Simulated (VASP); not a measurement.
Wanted: the native input for a VASP 6.6.1 run.

| Property | Result |
| --- | --- |
| Task | band structure |
| Functional | PBE |
| Potentials or basis | VASP PAW PBE potentials, release 64 (Be, Zn, O) |
| Cutoff | 520 eV |
| k mesh | 6 × 6 × 6 |
| Occupations | gaussian, width 0.03 eV |
| Spin | no spin polarisation |
| Further INCAR settings | ALGO = Fast; EDIFF = 1e-06; NBANDS = 46 |

The structure of Be2ZnO3 lies in POSCAR:

```
Be2ZnO3
1.0
    4.3659700000     -2.5090900000      0.0000000000
    4.3659700000      2.5090900000      0.0000000000
    0.0000000000      0.0000000000      4.6365100000
Be Zn O
4 2 6
Direct
    0.5140700000      0.8336680000      0.5050230000
    0.8336680000      0.5140700000      0.0050230000
    0.1663320000      0.4859300000      0.5050230000
    0.4859300000      0.1663320000      0.0050230000
    0.1798620000      0.8201380000      0.9954440000
    0.8201380000      0.1798620000      0.4954440000
    0.5489540000      0.8359660000      0.8646060000
    0.1640340000      0.4510460000      0.8646060000
    0.7830510000      0.2169490000      0.9300950000
    0.8359660000      0.5489540000      0.3646060000
    0.4510460000      0.1640340000      0.3646060000
    0.2169490000      0.7830510000      0.4300950000
```

The cell was built by a generator and needn't be a form met in nature.

The input as run:

INCAR

```
SYSTEM = Be2ZnO3
ALGO = Fast
EDIFF = 1E-6
ENCUT = 520
GGA = PE
ISIF = 2
ISMEAR = 0
LASPH = .True.
LCHARG = .False.
LREAL = .False.
LWAVE = .False.
NBANDS = 46
NELM = 100
PREC = Accurate
SIGMA = 0.03
```

KPOINTS

```
k-points
0
Gamma
  6 6 6
  0 0 0
```

KPOINTS_OPT

```
path GXSRAZGYX1A1TY,ZT
20
line-mode
reciprocal
 0.0000000000  0.0000000000  0.0000000000  G
 0.3325678533 -0.3325678533  0.0000000000  X

 0.3325678533 -0.3325678533  0.0000000000  X
 0.0000000000 -0.5000000000  0.0000000000  S

 0.0000000000 -0.5000000000  0.0000000000  S
 0.0000000000 -0.5000000000 -0.5000000000  R

 0.0000000000 -0.5000000000 -0.5000000000  R
 0.3325678533 -0.3325678533 -0.5000000000  A

 0.3325678533 -0.3325678533 -0.5000000000  A
 0.0000000000  0.0000000000 -0.5000000000  Z

 0.0000000000  0.0000000000 -0.5000000000  Z
 0.0000000000  0.0000000000  0.0000000000  G

 0.0000000000  0.0000000000  0.0000000000  G
-0.5000000000 -0.5000000000  0.0000000000  Y

-0.5000000000 -0.5000000000  0.0000000000  Y
-0.3325678533 -0.6674321467  0.0000000000  X1

-0.3325678533 -0.6674321467  0.0000000000  X1
-0.3325678533 -0.6674321467 -0.5000000000  A1

-0.3325678533 -0.6674321467 -0.5000000000  A1
-0.5000000000 -0.5000000000 -0.5000000000  T

-0.5000000000 -0.5000000000 -0.5000000000  T
-0.5000000000 -0.5000000000  0.0000000000  Y

 0.0000000000  0.0000000000 -0.5000000000  Z
-0.5000000000 -0.5000000000 -0.5000000000  T
```

Potentials or basis: VASP PAW PBE potentials, release 64 (Be, Zn, O).

Command:

```sh
$ cat potpaw_PBE.64/Be/POTCAR potpaw_PBE.64/Zn/POTCAR potpaw_PBE.64/O/POTCAR > POTCAR
$ mpirun -np 1 vasp_std > vasp.out
```

It gave:

```
Pressure                : 0.0 GPa
Largest force           : 0.004 eV/Å
Band gap on the k mesh  : 3.71 eV, indirect (least direct gap 3.74 eV)
Band gap along the path : 3.71 eV, indirect (least direct gap 3.74 eV)
```

Wall time 12 min on 1 thread of Intel(R) Xeon(R) Platinum 8488C (Sapphire Rapids), on a shared host, peak memory 0.47 GiB.
